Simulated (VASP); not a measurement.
# TbPrMn4 (F-43m) in VASP: single point with PBEsol

Aim: the single point of TbPrMn4 with PBEsol.

All numbers are computed with VASP 6.6.1; they aren't measurements. Logs are shortened: lines on timing, memory, paths and dates and some standing lists are left out, and cuts for length are marked.

**1. The structure**

It takes space group F-43m (No. 216, cubic). The conventional cell has a = 7.400 Å, b = 7.400 Å, c = 7.400 Å, α = 90.00°, β = 90.00°, γ = 90.00°. Tb (site symmetry -43m) has 12 Mn at 3.06 Å and 4 Pr at 3.20 Å as nearest neighbours. Pr (site symmetry -43m) has 12 Mn at 3.07 Å and 4 Tb at 3.20 Å as nearest neighbours. Mn (site symmetry 3m) is surrounded by 6 Mn at 2.59 to 2.65 Å.

The cell comes from a database or a generator and needn't be the stable form of this composition.

**2. Single point, PBEsol, collinear spin, ferromagnetic start**

File INCAR:

```
SYSTEM = TbPrMn4
  PREC = Accurate
  ENCUT = 600
  EDIFF = 1E-6
  ISMEAR = 0
  SIGMA = 0.1
  LREAL = .False.
  LASPH = .True.
  NELM = 150
  ALGO = Normal
  ISIF = 2
  LWAVE = .False.
  LCHARG = .False.
  ISPIN = 2
  MAGMOM = 6 2 4 4 4 4
  LORBIT = 11
  LMAXMIX = 6
  GGA = PS
  NBANDS = 53
```

File KPOINTS:

```
Automatic mesh
0
Gamma
  6 6 6
  0 0 0
```

File POSCAR:

```
TbPrMn4
1.0
    0.0000000000      3.7000560000      3.7000560000
    3.7000560000      0.0000000000      3.7000560000
    3.7000560000      3.7000560000      0.0000000000
Tb Pr Mn
1 1 4
Direct
    0.0000000000      0.0000000000      0.0000000000
    0.2500000000      0.2500000000      0.2500000000
    0.1206520100      0.6264493300      0.6264493300
    0.6264493300      0.6264493300      0.6264493300
    0.6264493300      0.6264493300      0.1206520100
    0.6264493300      0.1206520100      0.6264493300
```

Potentials or basis: VASP PAW PBE potentials, release 64 (Tb_3, Pr_3, Mn_sv), 4f in core.

On the command line:

```
$ cat potpaw_PBE.64/Tb_3/POTCAR potpaw_PBE.64/Pr_3/POTCAR potpaw_PBE.64/Mn_sv/POTCAR > POTCAR
$ mpirun -np 1 vasp_std > vasp.out
```

OUTCAR:

```text
SYSTEM = TbPrMn4
   PREC = Accurate
   ENCUT = 600
   EDIFF = 1E-6
   ISMEAR = 0
   LREAL = .False.
   LASPH = .True.
   NELM = 150
   ISIF = 2
   ISPIN = 2
   LORBIT = 11
   GGA = PS

 ion  position               nearest neighbor table
   1  0.000  0.000  0.000-   4 3.06   5 3.06   6 3.06   3 3.06   4 3.06   5 3.06   3 3.06   4 3.06
                             6 3.06   3 3.06   5 3.06   6 3.06   2 3.20   2 3.20   2 3.20   2 3.20
   2  0.250  0.250  0.250-   3 3.07   5 3.07   6 3.07   3 3.07   4 3.07   6 3.07   3 3.07   4 3.07
                             5 3.07   4 3.07   5 3.07   6 3.07   1 3.20   1 3.20   1 3.20   1 3.20
   3  0.121  0.626  0.626-   4 2.59   5 2.59   6 2.59   4 2.65   5 2.65   6 2.65   1 3.06   1 3.06
                             1 3.06   2 3.07   2 3.07   2 3.07
   4  0.626  0.626  0.626-   3 2.59   5 2.59   6 2.59   5 2.65   6 2.65   3 2.65   1 3.06   1 3.06
                             1 3.06   2 3.07   2 3.07   2 3.07
   5  0.626  0.626  0.121-   3 2.59   4 2.59   6 2.59   4 2.65   6 2.65   3 2.65   1 3.06   1 3.06
                             1 3.06   2 3.07   2 3.07   2 3.07
   6  0.626  0.121  0.626-   3 2.59   4 2.59   5 2.59   5 2.65   4 2.65   3 2.65   1 3.06   1 3.06
                             1 3.06   2 3.07   2 3.07   2 3.07

  LATTYP: Found a face centered cubic cell.
 ALAT       =     7.4001120000

  Lattice vectors:

 A1 = (   0.0000000000,   3.7000560000,   3.7000560000)
 A2 = (   3.7000560000,   0.0000000000,   3.7000560000)
 A3 = (   3.7000560000,   3.7000560000,   0.0000000000)

Analysis of symmetry for initial positions (statically):
=====================================================================
 Subroutine PRICEL returns:
 Original cell was already a primitive cell.

 Routine SETGRP: Setting up the symmetry group for a
 face centered cubic supercell.

 Subroutine GETGRP returns: Found 24 space group operations
 (whereof 24 operations were pure point group operations)
 out of a pool of 48 trial point group operations.

The static configuration has the point symmetry T_d .

Analysis of symmetry for dynamics (positions and initial velocities):
=====================================================================
 Subroutine PRICEL returns:
 Original cell was already a primitive cell.

 Routine SETGRP: Setting up the symmetry group for a
 face centered cubic supercell.

 Subroutine GETGRP returns: Found 24 space group operations
 (whereof 24 operations were pure point group operations)
 out of a pool of 48 trial point group operations.

The dynamic configuration has the point symmetry T_d .

Analysis of structural, dynamic, and magnetic symmetry:
=====================================================================
 Subroutine PRICEL returns:
 Original cell was already a primitive cell.

 Routine SETGRP: Setting up the symmetry group for a
 face centered cubic supercell.

 Subroutine GETGRP returns: Found 24 space group operations
 (whereof 24 operations were pure point group operations)
 out of a pool of 48 trial point group operations.

The overall configuration has the point symmetry T_d .

 Subroutine INISYM returns: Found 24 space group operations
 (whereof 24 operations are pure point group operations),
 and found     1 'primitive' translations

----------------------------------------------------------------------------------------

                                     Primitive cell

  volume of cell :     101.3106

  direct lattice vectors                    reciprocal lattice vectors
     0.000000000  3.700056000  3.700056000    -0.135133090  0.135133090  0.135133090
     3.700056000  0.000000000  3.700056000     0.135133090 -0.135133090  0.135133090
     3.700056000  3.700056000  0.000000000     0.135133090  0.135133090 -0.135133090

  length of vectors
     5.232669377  5.232669377  5.232669377     0.234057377  0.234057377  0.234057377

  position of ions in fractional coordinates (direct lattice)
     0.000000000  0.000000000  0.000000000
     0.250000000  0.250000000  0.250000000
     0.120652010  0.626449330  0.626449330
     0.626449330  0.626449330  0.626449330
     0.626449330  0.626449330  0.120652010
     0.626449330  0.120652010  0.626449330

  ion indices of the primitive-cell ions
   primitive index   ion index
                 1           1
                 2           2
                 3           3
                 4           4
[... 49 lines left out ...]
   total plane-waves  NPLWV =  74088
   dimension x,y,z NGX =    42 NGY =   42 NGZ =   42
   dimension x,y,z NGXF=    84 NGYF=   84 NGZF=   84
   ions per type =               1   1   4
   NGX,Y,Z   is equivalent  to a cutoff of  13.34, 13.34, 13.34 a.u.
   NGXF,Y,Z  is equivalent  to a cutoff of  26.69, 26.69, 26.69 a.u.
 SYSTEM =  TbPrMn4
   PREC   = accura    normal or accurate (medium, high low for compatibility)
   ISTART =      0    job   : 0-new  1-cont  2-samecut
   ICHARG =      2    charge: 1-file 2-atom 10-const
   ISPIN  =      2    spin polarized calculation?
   LNONCOLLINEAR =      F non collinear calculations
   LSORBIT =      F    spin-orbit coupling
   LASPH  =      T    aspherical Exc in radial PAW
   ENCUT  =  600.0 eV  44.10 Ry    6.64 a.u.  10.45 10.45 10.45*2*pi/ulx,y,z
   NELM   =    150;   NELMIN=  2; NELMDL= -5     # of ELM steps
   EDIFF  = 0.1E-05   stopping-criterion for ELM
   LREAL  =      F    real-space projection
   EDIFFG = 0.1E-04   stopping-criterion for IOM
   NSW    =      0    number of steps for IOM
   IBRION =     -1    ionic relax: 0-MD 1-quasi-New 2-CG
   NFREE  =      0    steps in history (QN), initial steepest desc. (CG)
   ISIF   =      2    stress and relaxation
   ISYM   =      2    0-nonsym 1-usesym 2-fastsym
   POTIM  = 0.5000    time-step for ionic-motion
   TEBEG  =    0.0;   TEEND  =   0.0 temperature during run
   PSTRESS=    0.0 pullay stress
   NELECT =      80.0000    total number of electrons
   NUPDOWN=      -1.0000    fix difference up-down
   EMIN   =  10.00;   EMAX   =-10.00  energy-range for DOS
   EFERMI =   0.00;   METHOD = LEGACY
   ISMEAR =     0;   SIGMA  =   0.10  broadening in eV -4-tet -1-fermi 0-gaus
   EFERMI_NEDOS =   21; number of points for ismear=-14 and -15
   IALGO  =     38    algorithm
   IMIX   =      4    mixing-type and parameters
     AMIX     =   0.40;   BMIX     =  1.00
     AMIX_MAG =   1.60;   BMIX_MAG =  1.00
  volume/ion in A,a.u.               =      16.89       113.95
  Fermi-wavevector in a.u.,A,eV,Ry     =   1.513166  2.859469 31.152864  2.289671
  Thomas-Fermi vector in A             =   2.622993
   LORBIT       =     11    0 simple, 1 ext, 2 COOP (PROOUT), +10 PAW based schemes
   GGA     = PS    functional components
   LHFCALC =     F    Hartree Fock is set to
   AEXX    =    0.0000 exact exchange contribution
   IVDW    =     0    specifies the selected vdW correction
   LEPSILON=     F    determine dielectric tensor
   LRPA    =     F    only Hartree local field effects (RPA)
 spin polarized calculation
 Gauss-broadening in eV      SIGMA  =   0.10
  energy-cutoff  :      600.00
  volume of cell :      101.31
 maximum number of plane-waves:      3402
 NGX is ok and might be reduce to    42
   NGX = 21   NGY = 21   NGZ = 21

 number of electron      80.0000000 magnetization      24.0000000

 number of electron      80.0000008 magnetization       6.8686095

 Free energy of the ion-electron system (eV)
  ---------------------------------------------------
  ext. energy  EPLUGINS =         0.00000000
  ---------------------------------------------------
  free energy    TOTEN  =       -47.73362971 eV

  energy without entropy =      -47.68937478  energy(sigma->0) =      -47.71150225

 E-fermi :   7.8411     XC(G=0): -12.2212

 val. band max:        7.8361848653   @ k =  -0.3333   0.3333   0.1667
 cond. band min:       7.8464142294   @ k =   0.5000   0.3333   0.1667
 fundamental gap:      0.0102293641
 Fermi energy:         7.8411290496

 spin component 1

 k-point     1 :       0.0000    0.0000    0.0000
  band No.  band energies     occupation
      1     -71.4974      1.00000
      2     -71.4444      1.00000
      3     -71.4444      1.00000
      4     -71.4444      1.00000
      5     -40.4486      1.00000
      6     -40.4486      1.00000
[... 869 lines left out ...]
     51      10.6105      0.00000
     52      11.3139      0.00000
 Fermi energy:         7.8411290496

 spin component 2

 k-point     1 :       0.0000    0.0000    0.0000
  band No.  band energies     occupation
      1     -69.5330      1.00000
      2     -69.4762      1.00000
      3     -69.4762      1.00000
      4     -69.4762      1.00000
      5     -38.7632      1.00000
      6     -38.5061      1.00000
[... 869 lines left out ...]
     51      11.2621      0.00000
     52      11.9784      0.00000
 [bands above 52 left out]

------------------------ aborting loop because EDIFF is reached ----------------------------------------

  FORCE on cell =-STRESS in cart. coord.  units (eV):
  Direction    XX          YY          ZZ          XY          YZ          ZX
  --------------------------------------------------------------------------------------
  -------------------------------------------------------------------------------------
  Total       -4.9383798     -4.9383798     -4.9383798      0.0000000      0.0000000      0.0000000
  in kB      -78.0980489    -78.0980489    -78.0980489      0.0000000      0.0000000      0.0000000
  external PRESSURE =     -78.0980489 kB  Pullay stress =       0.0000000 kB

 VOLUME and BASIS-vectors are now :
 -----------------------------------------------------------------------------
  energy-cutoff  :      600.00
  volume of cell :      101.31
      direct lattice vectors                 reciprocal lattice vectors
     0.000000000  3.700056000  3.700056000    -0.135133090  0.135133090  0.135133090
     3.700056000  0.000000000  3.700056000     0.135133090 -0.135133090  0.135133090
     3.700056000  3.700056000  0.000000000     0.135133090  0.135133090 -0.135133090

 POSITION                                       TOTAL-FORCE (eV/Angst)
 -----------------------------------------------------------------------------------
      0.00000      0.00000      0.00000        -0.000000      0.000000     -0.000000
      1.85003      1.85003      1.85003        -0.000000      0.000000     -0.000000
      4.63580      2.76432      2.76432         0.017642     -0.017642     -0.017642
      4.63580      4.63580      4.63580         0.017642      0.017642      0.017642
      2.76432      2.76432      4.63580        -0.017642     -0.017642      0.017642
      2.76432      4.63580      2.76432        -0.017642      0.017642     -0.017642
 -----------------------------------------------------------------------------------
    total drift:                                0.000003      0.000003      0.000002

  FREE ENERGIE OF THE ION-ELECTRON SYSTEM (eV)
  ---------------------------------------------------
  free  energy   TOTEN  =       -47.7336297121 eV

  energy  without entropy=      -47.6893747791  energy(sigma->0) =      -47.71150225

 total charge

# of ion       s       p       d       tot
------------------------------------------
    1        0.397   6.515   1.434   8.345
    2        2.135   5.715   1.214   9.064
    3        2.232   6.027   4.677  12.936
    4        2.232   6.027   4.677  12.936
    5        2.232   6.027   4.677  12.936
    6        2.232   6.027   4.677  12.936
--------------------------------------------------
tot         11.459  36.338  21.356  69.153

 magnetization (x)

# of ion       s       p       d       tot
------------------------------------------
    1       -0.042  -0.023  -0.245  -0.310
    2       -0.022   0.033  -0.222  -0.211
    3        0.010   0.002   1.735   1.747
    4        0.010   0.002   1.735   1.747
    5        0.010   0.002   1.735   1.747
    6        0.010   0.002   1.735   1.747
--------------------------------------------------
tot         -0.025   0.016   6.474   6.465
```

It took 3.8 min on 1 thread of AMD EPYC 9R45 (Zen 5), shared host; peak memory 0.38 GiB.

Results:

* Free energy: -47.7336 eV
* Pressure: -7.8 GPa
* Largest force: 0.031 eV/Å
* Band gap on the k mesh: none (metal or under the smearing width)
* Net moment: 6.87 μB per cell
* Site moments: Tb -0.31; Pr -0.21; Mn +1.75 μB
* Valence electrons inside the program's atomic spheres: Tb 8.35; Pr 9.06; Mn 12.94

Forces on the atoms (eV/Å):
```
Tb   0.000  0.000  0.000
Pr   0.000  0.000  0.000
Mn   0.018 -0.018 -0.018
Mn   0.018  0.018  0.018
Mn  -0.018 -0.018  0.018
Mn  -0.018  0.018 -0.018
```

Caveat: the magnetic or orbital state may not be the lowest; the PAW data sets were made with another functional, which shifts forces and pressure a little; spin-orbit coupling is left out, which moves the levels of the heavy elements; the 4f electrons are frozen in the core as for a trivalent ion, so they carry no moment and show no levels. The state reached can hang on the start; a lower one may exist.
